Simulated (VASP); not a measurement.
A convergence study with VASP on Mg$_{2}$Ge (antifluorite): one setting is varied, all else stays as given below, so the limit is that of these other settings. Each run relaxes cell and ions from the cell shown. The basis is that of the starting cell, so low cut-offs carry a Pulay error.

```yaml
crystal:
  lattice:
    - [0.00000, 3.19500, 3.19500]
    - [3.19500, 0.00000, 3.19500]
    - [3.19500, 3.19500, 0.00000]
  atoms:
    - { symbol: Mg, position: [0.25000, 0.25000, 0.25000] }
    - { symbol: Mg, position: [0.75000, 0.75000, 0.75000] }
    - { symbol: Ge, position: [0.00000, 0.00000, 0.00000] }
```

All values below come from PBE GGA, VASP's PBE PAW potentials (set 64) (plane waves; VASP). The tightest run used: 700 eV cut-off, 5×5×5 Γ-centred mesh, Gaussian smearing of 0.050 eV, potentials Mg Ge_d.

Gaps are read on the run's mesh, which can miss a band edge.

**Question.** The settings run are ENCUT = 200; ENCUT = 250; ENCUT = 300; ENCUT = 350; ENCUT = 400; ENCUT = 450; ENCUT = 500; ENCUT = 550; ENCUT = 600; ENCUT = 650; ENCUT = 700. From which on does the relaxed volume stay within 0.02 Å³/atom of the tightest run?

**Answer.** From ENCUT = 500 on: it is off by 0.010 there and by no more than 0.02 in any finer run, while ENCUT = 450 is off by 0.041.
| setting | relaxed volume (Å³/atom) | E (eV/atom) | gap on the mesh (eV) | plane waves | difference judged (Å³/atom) |
|---|---|---|---|---|---|
| ENCUT = 200 | 17.518 | -2.8182 | 0.200 | 432 | 4.439 |
| ENCUT = 250 | 20.352 | -2.7587 | 0.345 | 600 | 1.604 |
| ENCUT = 300 | 21.723 | -2.7637 | 0.397 | 785 | 0.233 |
| ENCUT = 350 | 21.951 | -2.7658 | 0.405 | 978 | 0.005 |
| ENCUT = 400 | 21.907 | -2.7652 | 0.403 | 1243 | 0.049 |
| ENCUT = 450 | 21.915 | -2.7651 | 0.403 | 1422 | 0.041 |
| ENCUT = 500 | 21.947 | -2.7653 | 0.404 | 1667 | 0.010 |
| ENCUT = 550 | 21.962 | -2.7654 | 0.405 | 1924 | 0.005 |
| ENCUT = 600 | 21.960 | -2.7655 | 0.404 | 2190 | 0.003 |
| ENCUT = 650 | 21.956 | -2.7654 | 0.404 | 2481 | 0.001 |
| ENCUT = 700 | 21.957 | -2.7654 | 0.404 | 2754 | 0.000 |

Left out are rungs that failed or repeat a setting and relaxations that didn't move; long series are thinned to 24 rows.

The compound is Mg2Ge in the antifluorite structure.
